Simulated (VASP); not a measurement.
# Sr2SO (P4/mmm) in VASP: further runs

The runs below take Sr2SO through single point, with HSE(alpha, omega).

All numbers are computed with VASP 6.6.1; they aren't measurements. Logs are shortened: lines on timing, memory, paths and dates and some standing lists are left out, and cuts for length are marked.

### 1 The crystal as given

Symmetry: P4/mmm, No. 123, tetragonal system. Conventional cell: a = 4.043 Å, b = 4.043 Å, c = 5.718 Å, α = 90.00°, β = 90.00°, γ = 90.00°. Sr (site symmetry 4/mmm) has 2 O at 2.86 Å and 4 S at 2.86 Å as nearest neighbours. Around Sr (site symmetry 4/mmm) lie 2 S at 2.86 Å and 4 O at 2.86 Å. Around S (site symmetry 4/mmm) lie 6 Sr at 2.86 Å. Around O (site symmetry 4/mmm) lie 6 Sr at 2.86 Å.

The cell comes from a database or a generator and needn't be the stable form of this composition.

### 2 Single point, HSE(alpha, omega)

Input file POSCAR:

```
Sr2SO
1.0
    4.0432370000      0.0000000000      0.0000000000
    0.0000000000      4.0432370000      0.0000000000
    0.0000000000      0.0000000000      5.7180000000
Sr S O
2 1 1
Direct
    0.5000000000      0.5000000000      0.5000000000
    0.0000000000      0.0000000000      0.0000000000
    0.0000000000      0.0000000000      0.5000000000
    0.5000000000      0.5000000000      0.0000000000
```

Input file INCAR.step1:

```
SYSTEM = Sr2SO
PREC     = Accurate       ! precision mode
ENCUT    = 520            ! plane-wave cutoff, eV
EDIFF    = 1E-5           ! SCF threshold, eV
ISMEAR   = -1             ! smearing method
SIGMA    = 0.05           ! smearing width, eV
LREAL    = .FALSE.        ! projectors in reciprocal space
LASPH    = .TRUE.         ! aspherical terms in the spheres
NELM     = 80             ! most SCF steps
ALGO     = Normal         ! electronic algorithm
ISIF     = 2              ! what is computed and relaxed
LWAVE    = .TRUE.         ! write WAVECAR
LCHARG   = .FALSE.        ! write CHGCAR
NBANDS   = 24             ! bands
GGA      = PE             ! functional
```

Input file INCAR.step2:

```
SYSTEM = Sr2SO
PREC     = Accurate       ! precision mode
ENCUT    = 520            ! plane-wave cutoff, eV
EDIFF    = 1E-7           ! SCF threshold, eV
ISMEAR   = -1             ! smearing method
SIGMA    = 0.05           ! smearing width, eV
LREAL    = .FALSE.        ! projectors in reciprocal space
LASPH    = .TRUE.         ! aspherical terms in the spheres
NELM     = 80             ! most SCF steps
ALGO     = Normal         ! electronic algorithm
ISIF     = 2              ! what is computed and relaxed
LWAVE    = .FALSE.        ! write WAVECAR
LCHARG   = .FALSE.        ! write CHGCAR
GGA      = PE             ! functional
LHFCALC  = .TRUE.         ! exact exchange
HFSCREEN = 0.2            ! screening, 1/A
AEXX     = 0.05           ! exact-exchange fraction
PRECFOCK = Fast         
NBANDS   = 24             ! bands
ISTART   = 1
```

Input file KPOINTS:

```
regular mesh
0
G
  4 4 3
  0 0 0
```

Potentials or basis: VASP PAW PBE potentials, release 64 (Sr_sv, S, O).

On the command line:

```
$ cat potpaw_PBE.64/Sr_sv/POTCAR potpaw_PBE.64/S/POTCAR potpaw_PBE.64/O/POTCAR > POTCAR
$ cp INCAR.step1 INCAR
$ mpirun -np 1 vasp_std > vasp.out
$ cp INCAR.step2 INCAR
$ mpirun -np 1 vasp_std > vasp.out
```

OUTCAR:

```text
SYSTEM = Sr2SO
   PREC = Accurate
   ENCUT = 520
   EDIFF = 1E-7
   ISMEAR = -1
   LREAL = .FALSE.
   LASPH = .TRUE.
   NELM = 80
   ISIF = 2
   GGA = PE
   LHFCALC = .TRUE.
   HFSCREEN = 0.2
   AEXX = 0.05
   PRECFOCK = Fast
   ISTART = 1

 ion  position               nearest neighbor table
   1  0.500  0.500  0.500-   4 2.86   4 2.86   3 2.86   3 2.86   3 2.86   3 2.86   2 4.04   2 4.04
                             2 4.04   2 4.04   2 4.04   2 4.04   2 4.04   2 4.04
   2  0.000  0.000  0.000-   3 2.86   3 2.86   4 2.86   4 2.86   4 2.86   4 2.86   1 4.04   1 4.04
                             1 4.04   1 4.04   1 4.04   1 4.04   1 4.04   1 4.04
   3  0.000  0.000  0.500-   2 2.86   2 2.86   1 2.86   1 2.86   1 2.86   1 2.86
   4  0.500  0.500  0.000-   1 2.86   1 2.86   2 2.86   2 2.86   2 2.86   2 2.86

  LATTYP: Found a simple tetragonal cell.
 ALAT       =     4.0432370000
 C/A-ratio  =     1.4142134137

  Lattice vectors:

 A1 = (   4.0432370000,   0.0000000000,   0.0000000000)
 A2 = (   0.0000000000,   4.0432370000,   0.0000000000)
 A3 = (   0.0000000000,   0.0000000000,   5.7180000000)

Analysis of symmetry for initial positions (statically):
=====================================================================
 Subroutine PRICEL returns:
 Original cell was already a primitive cell.

 Routine SETGRP: Setting up the symmetry group for a
 simple tetragonal supercell.

 Subroutine GETGRP returns: Found 16 space group operations
 (whereof 16 operations were pure point group operations)
 out of a pool of 16 trial point group operations.

The static configuration has the point symmetry D_4h.

Analysis of symmetry for dynamics (positions and initial velocities):
=====================================================================
 Subroutine PRICEL returns:
 Original cell was already a primitive cell.

 Routine SETGRP: Setting up the symmetry group for a
 simple tetragonal supercell.

 Subroutine GETGRP returns: Found 16 space group operations
 (whereof 16 operations were pure point group operations)
 out of a pool of 16 trial point group operations.

The dynamic configuration has the point symmetry D_4h.

 Subroutine INISYM returns: Found 16 space group operations
 (whereof 16 operations are pure point group operations),
 and found     1 'primitive' translations

----------------------------------------------------------------------------------------

                                     Primitive cell

  volume of cell :      93.4765

  direct lattice vectors                    reciprocal lattice vectors
     4.043237000  0.000000000  0.000000000     0.247326585  0.000000000  0.000000000
     0.000000000  4.043237000  0.000000000     0.000000000  0.247326585  0.000000000
     0.000000000  0.000000000  5.718000000     0.000000000  0.000000000  0.174886324

  length of vectors
     4.043237000  4.043237000  5.718000000     0.247326585  0.247326585  0.174886324

  position of ions in fractional coordinates (direct lattice)
     0.500000000  0.500000000  0.500000000
     0.000000000  0.000000000  0.000000000
     0.000000000  0.000000000  0.500000000
     0.500000000  0.500000000  0.000000000

  ion indices of the primitive-cell ions
   primitive index   ion index
                 1           1
                 2           2
                 3           3
                 4           4

----------------------------------------------------------------------------------------

 KPOINTS: regular mesh

Automatic generation of k-mesh.
 Grid dimensions read from file:
 generate k-points for:    4    4    3

 Generating k-lattice:

  Cartesian coordinates                     Fractional coordinates (reciprocal lattice)
     0.061831646  0.000000000  0.000000000     0.250000000  0.000000000  0.000000000
     0.000000000  0.061831646  0.000000000     0.000000000  0.250000000  0.000000000
     0.000000000  0.000000000  0.058295441     0.000000000  0.000000000  0.333333333

  Length of vectors
     0.061831646  0.061831646  0.058295441

  Shift w.r.t. Gamma in fractional coordinates (k-lattice)
     0.000000000  0.000000000  0.000000000

 Subroutine IBZKPT returns following result:
 ===========================================

 Found     12 irreducible k-points:

 Following reciprocal coordinates:
            Coordinates               Weight
  0.000000  0.000000  0.000000      1.000000
  0.250000  0.000000  0.000000      4.000000
  0.500000  0.000000  0.000000      2.000000
  0.250000  0.250000  0.000000      4.000000
  0.500000  0.250000  0.000000      4.000000
  0.500000  0.500000  0.000000      1.000000
  0.000000  0.000000  0.333333      2.000000
  0.250000  0.000000  0.333333      8.000000
  0.500000  0.000000  0.333333      4.000000
  0.250000  0.250000  0.333333      8.000000
  0.500000  0.250000  0.333333      8.000000
  0.500000  0.500000  0.333333      2.000000
   k-points           NKPTS =     12   k-points in BZ     NKDIM =     48   number of bands    NBANDS=     24
   number of dos      NEDOS =    301   number of ions     NIONS =      4
   total plane-waves  NPLWV =  43200
   dimension x,y,z NGX =    30 NGY =   30 NGZ =   48
   dimension x,y,z NGXF=    60 NGYF=   60 NGZF=   96
   ions per type =               2   1   1
   NGX,Y,Z   is equivalent  to a cutoff of  12.34, 12.34, 13.96 a.u.
   NGXF,Y,Z  is equivalent  to a cutoff of  24.67, 24.67, 27.91 a.u.
 SYSTEM =  Sr2SO
   PREC   = accura    normal or accurate (medium, high low for compatibility)
   ISTART =      1    job   : 0-new  1-cont  2-samecut
   ICHARG =      0    charge: 1-file 2-atom 10-const
   ISPIN  =      1    spin polarized calculation?
   LNONCOLLINEAR =      F non collinear calculations
   LSORBIT =      F    spin-orbit coupling
   LASPH  =      T    aspherical Exc in radial PAW
   ENCUT  =  520.0 eV  38.22 Ry    6.18 a.u.   7.52  7.52 10.63*2*pi/ulx,y,z
   NELM   =     80;   NELMIN=  2; NELMDL=  0     # of ELM steps
   EDIFF  = 0.1E-06   stopping-criterion for ELM
   LREAL  =      F    real-space projection
   EDIFFG = 0.1E-05   stopping-criterion for IOM
   NSW    =      0    number of steps for IOM
   IBRION =     -1    ionic relax: 0-MD 1-quasi-New 2-CG
   NFREE  =      0    steps in history (QN), initial steepest desc. (CG)
   ISIF   =      2    stress and relaxation
   ISYM   =      3    0-nonsym 1-usesym 2-fastsym
   POTIM  = 0.5000    time-step for ionic-motion
   TEBEG  =    0.0;   TEEND  =   0.0 temperature during run
   PSTRESS=    0.0 pullay stress
   NELECT =      32.0000    total number of electrons
   NUPDOWN=      -1.0000    fix difference up-down
   EMIN   =  10.00;   EMAX   =-10.00  energy-range for DOS
   EFERMI =   0.00;   METHOD = LEGACY
   ISMEAR =    -1;   SIGMA  =   0.05  broadening in eV -4-tet -1-fermi 0-gaus
   EFERMI_NEDOS =   21; number of points for ismear=-14 and -15
   IALGO  =     38    algorithm
   IMIX   =      1    mixing-type and parameters
     AMIX     =   0.40;   BMIX     =  1.00
     AMIX_MAG =   1.60;   BMIX_MAG =  1.00
  volume/ion in A,a.u.               =      23.37       157.70
  Fermi-wavevector in a.u.,A,eV,Ry     =   1.145225  2.164161 17.844574  1.311539
  Thomas-Fermi vector in A             =   2.281914
   LORBIT       =      0    0 simple, 1 ext, 2 COOP (PROOUT), +10 PAW based schemes
   GGA     = PE    functional components
   LHFCALC =     T    Hartree Fock is set to
   PRECFOCK=fast      Normal, Fast or Accurate (Low or Medium for compatibility)
   ENCUT4O =  -1.0   cutoff for four orbital integrals eV
   NKREDX  =     1    reduce k-point grid by
   NKREDY  =     1    reduce k-point grid by
   NKREDZ  =     1    reduce k-point grid by
   AEXX    =    0.0500 exact exchange contribution
   HFSCREEN=    0.2000 screening length (either q_TF or 0.3 A-1)
   HFSCREENC=   0.2000 screening length for correlation (either q_TF or 0.3 A-1)
   ENCUTFOCK=  -1.0 apply spherical cutoff to Coloumb kernel
   IVDW    =     0    specifies the selected vdW correction
   LEPSILON=     F    determine dielectric tensor
   LRPA    =     F    only Hartree local field effects (RPA)
 non-spin polarized calculation
  energy-cutoff  :      520.00
  volume of cell :       93.48
 maximum number of plane-waves:      2533
  NGX = 18; NGY = 18; NGZ = 28

 number of electron      31.9999994 magnetization

 Free energy of the ion-electron system (eV)
  ---------------------------------------------------
  ext. energy  EPLUGINS =         0.00000000
  ---------------------------------------------------
  free energy    TOTEN  =       -21.88699333 eV

  energy without entropy =      -21.88699333  energy(sigma->0) =      -21.88699333

 E-fermi :   2.8361     XC(G=0):  -8.8107

 val. band max:        1.6670647623   @ k =   0.0000   0.0000   0.0000
 cond. band min:       4.0947250813   @ k =   0.0000   0.0000   0.0000
 fundamental gap:      2.4276603190
 Fermi energy:         2.8361038690

 k-point     1 :       0.0000    0.0000    0.0000
  band No.  band energies     occupation
      1     -32.3043      2.00000
      2     -32.2281      2.00000
      3     -14.3564      2.00000
      4     -14.0989      2.00000
      5     -14.0989      2.00000
      6     -13.9087      2.00000
[... 16 lines left out ...]
     23       7.3793      0.00000
     24       8.9086      0.00000

 k-point     2 :       0.2500    0.0000    0.0000
  band No.  band energies     occupation
      1     -32.2949      2.00000
      2     -32.2251      2.00000
      3     -14.3419      2.00000
      4     -14.3026      2.00000
      5     -14.2658      2.00000
      6     -14.0595      2.00000
[... 16 lines left out ...]
     23       8.7247      0.00000
     24       8.9583      0.00000

 k-point     3 :       0.5000    0.0000    0.0000
  band No.  band energies     occupation
      1     -32.2851      2.00000
      2     -32.2224      2.00000
      3     -14.5288      2.00000
      4     -14.5253      2.00000
      5     -14.2344      2.00000
      6     -14.0116      2.00000
[... 16 lines left out ...]
     23       8.6062      0.00000
     24       9.0064      0.00000

 k-point     4 :       0.2500    0.2500    0.0000
  band No.  band energies     occupation
      1     -32.2875      2.00000
      2     -32.2206      2.00000
      3     -14.3148      2.00000
      4     -14.2658      2.00000
      5     -14.2596      2.00000
      6     -14.2232      2.00000
[... 16 lines left out ...]
     23       8.7882      0.00000
     24       9.1679      0.00000

 k-point     5 :       0.5000    0.2500    0.0000
  band No.  band energies     occupation
      1     -32.2801      2.00000
      2     -32.2161      2.00000
      3     -14.4292      2.00000
      4     -14.3823      2.00000
      5     -14.2237      2.00000
      6     -14.1256      2.00000
[... 127 lines left out ...]
 k-point    10 :       0.2500    0.2500    0.3333
  band No.  band energies     occupation
      1     -32.2856      2.00000
      2     -32.2220      2.00000
      3     -14.5141      2.00000
      4     -14.4636      2.00000
      5     -14.1895      2.00000
      6     -14.0707      2.00000
[... 16 lines left out ...]
     23       8.9342      0.00000
     24       9.3383      0.00000

 k-point    11 :       0.5000    0.2500    0.3333
  band No.  band energies     occupation
      1     -32.2798      2.00000
      2     -32.2159      2.00000
      3     -14.5693      2.00000
      4     -14.5029      2.00000
      5     -14.1517      2.00000
      6     -14.1325      2.00000
[... 16 lines left out ...]
     23       9.7956      0.00000
     24       9.9328      0.00000

 k-point    12 :       0.5000    0.5000    0.3333
  band No.  band energies     occupation
      1     -32.2748      2.00000
      2     -32.2096      2.00000
      3     -14.3043      2.00000
      4     -14.3043      2.00000
      5     -14.2934      2.00000
      6     -14.1601      2.00000
[... 16 lines left out ...]
     23       9.3946      0.00000
     24      10.4677      0.00000

------------------------ aborting loop because EDIFF is reached ----------------------------------------

  FORCE on cell =-STRESS in cart. coord.  units (eV):
  Direction    XX          YY          ZZ          XY          YZ          ZX
  --------------------------------------------------------------------------------------
  -------------------------------------------------------------------------------------
  Total       -0.1177022     -0.1177022     -0.0410103      0.0000000     -0.0000000      0.0000000
  in kB       -2.0174025     -2.0174025     -0.7029122      0.0000000     -0.0000000      0.0000000
  external PRESSURE =      -1.5792391 kB  Pullay stress =       0.0000000 kB

 VOLUME and BASIS-vectors are now :
 -----------------------------------------------------------------------------
  energy-cutoff  :      520.00
  volume of cell :       93.48
      direct lattice vectors                 reciprocal lattice vectors
     4.043237000  0.000000000  0.000000000     0.247326585  0.000000000  0.000000000
     0.000000000  4.043237000  0.000000000     0.000000000  0.247326585  0.000000000
     0.000000000  0.000000000  5.718000000     0.000000000  0.000000000  0.174886324

 POSITION                                       TOTAL-FORCE (eV/Angst)
 -----------------------------------------------------------------------------------
      2.02162      2.02162      2.85900         0.000000      0.000000      0.000000
      0.00000      0.00000      0.00000         0.000000      0.000000      0.000000
      0.00000      0.00000      2.85900         0.000000      0.000000      0.000000
      2.02162      2.02162      0.00000         0.000000      0.000000      0.000000
 -----------------------------------------------------------------------------------
    total drift:                                0.000000      0.000000     -0.000000

  FREE ENERGIE OF THE ION-ELECTRON SYSTEM (eV)
  ---------------------------------------------------
  free  energy   TOTEN  =       -21.8869933338 eV

  energy  without entropy=      -21.8869933338  energy(sigma->0) =      -21.88699333
```

It took 19 min on 1 thread of Intel Xeon Platinum 8488C (Sapphire Rapids), shared host; peak memory 0.33 GiB.

Results:

```yaml
Free_energy: -21.8870 eV
Pressure: -0.2 GPa
Band_gap_on_the_k_mesh: 2.43 eV, direct
```

Caveat: the PAW data sets were made with another functional, which shifts forces and pressure a little; an odd mesh through Γ misses points on the zone boundary, where band edges often lie.

### 3 Single point, HSE(alpha, omega)

POSCAR is that of step 2.

INCAR.step1 is that of step 2.

INCAR.step2: that of step 2 with these lines changed.

```diff
@@ -16,3 +16,3 @@
 HFSCREEN = 0.2            ! screening, 1/A
-AEXX     = 0.05           ! exact-exchange fraction
+AEXX     = 0.1            ! exact-exchange fraction
 PRECFOCK = Fast
```

KPOINTS is that of step 2.

Potentials or basis: VASP PAW PBE potentials, release 64 (Sr_sv, S, O).

On the command line:

```
$ cat potpaw_PBE.64/Sr_sv/POTCAR potpaw_PBE.64/S/POTCAR potpaw_PBE.64/O/POTCAR > POTCAR
$ cp INCAR.step1 INCAR
$ mpirun -np 1 vasp_std > vasp.out
$ cp INCAR.step2 INCAR
$ mpirun -np 1 vasp_std > vasp.out
```

It took 20 min on 1 thread of Intel Xeon Platinum 8488C (Sapphire Rapids), shared host; peak memory 0.33 GiB.

It converged, with:

| Property | Result |
| --- | --- |
| Free energy | -22.5676 eV |
| Pressure | -0.4 GPa |
| Band gap on the k mesh | 2.67 eV, direct |

Stress tensor (GPa, compression positive):
```
-0.41  0.00  0.00
 0.00 -0.41  0.00
 0.00  0.00 -0.28
```

Levels at points of the mesh, in eV from the valence-band top:
| k point | band 14 | band 15 | band 16 | band 17 | band 18 | band 19 |
| --- | --- | --- | --- | --- | --- | --- |
| (0.00, 0.00, 0.00) | -0.04 | 0.00 | 0.00 | 2.67 | 3.40 | 5.15 |
| (0.50, 0.00, 0.00) | -1.23 | -0.57 | -0.45 | 4.85 | 5.90 | 6.24 |
| (0.50, 0.50, 0.00) | -0.28 | -0.28 | -0.15 | 2.87 | 2.87 | 6.06 |

Caveat: the PAW data sets were made with another functional, which shifts forces and pressure a little; an odd mesh through Γ misses points on the zone boundary, where band edges often lie.

### 4 For comparison

An earlier run on the cell as given: functional PBE; potentials or basis VASP PAW PBE potentials, release 64 (Sr_sv, S, O); cutoff 520 eV; k mesh 7 × 7 × 5; occupations fermi-dirac, width 0.05 eV; no spin polarisation.

* Pressure: 0.0 GPa
* Band gap on the k mesh: 2.19 eV, direct

### 5 The runs side by side

| level | k mesh | share of exact exchange | grid for exact exchange (PRECFOCK) | gap on the mesh (eV) | pressure (GPa) |
| --- | --- | --- | --- | --- | --- |
| HSE(alpha, omega) | 4 × 4 × 3 | 0.05 | Fast | 2.43 | -0.2 |
| HSE(alpha, omega) | 4 × 4 × 3 | 0.1 | Fast | 2.67 | -0.4 |
| PBE | 7 × 7 × 5 | - | - | 2.19 | 0.0 |

Alike in all rows: task single point; potentials or basis VASP PAW PBE potentials, release 64 (Sr_sv, S, O); no spin polarisation; cell as given; cutoff (eV) 520; smearing fermi-dirac 0.05 eV.

On the cell as given the gap runs from 2.19 eV (PBE) to 2.67 eV (HSE(alpha, omega)); the meshes differ, which moves gaps too. The pressure there spans -0.4 GPa (HSE(alpha, omega)) to 0.0 GPa (PBE); a positive pressure means that this level wants a larger cell, a negative one a smaller.

Caveats: an odd mesh through Γ misses points on the zone boundary, where band edges often lie; the PAW data sets were made with another functional, which shifts forces and pressure a little (some runs).

Total energies depend on the potentials used, so only differences within one code and one set of settings carry meaning.
